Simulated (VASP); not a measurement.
Consider the following.

```
CELL_PARAMETERS angstrom
      3.77715     0.00000     0.00000
     -1.88858     3.27111     0.00000
      0.00000     0.00000     8.96115
ATOMIC_POSITIONS crystal
  Hg 0.77780 0.77780 0.00000
  Hg 0.22220 0.00000 0.66667
  Hg 0.00000 0.22220 0.33333
  O  0.43292 0.43292 0.50000
  O  0.56708 0.00000 0.16667
  O  0.00000 0.56708 0.83333
```

Method: modified Becke-Johnson potential (mBJ) with spin-orbit coupling, VASP's PBE PAW potentials (set 64) (plane waves; VASP). Run with 500 eV cut-off, 6×6×2 Γ-centred mesh, Gaussian smearing of 0.050 eV, potentials Hg O.

mBJ is a potential without an energy functional, so only the levels count. Without a dispersion term in the relaxation, distances and binding between the weakly bound layers, chains or molecules are unreliable, and so is what depends on them.

Predict the band gap (over mesh and band path) with the smallest direct gap where there is one.

```json
{
  "band gap (over mesh and band path)": "2.23 eV",
  "smallest direct gap (over mesh and band path)": "2.36 eV"
}
```

Only differences to runs with the same potentials and settings are physical.

The structure comes from a computed database's HgO entry (P3_221); how it stands against other phases isn't given here. It was relaxed first. The cell's shape comes from a PBE relaxation.
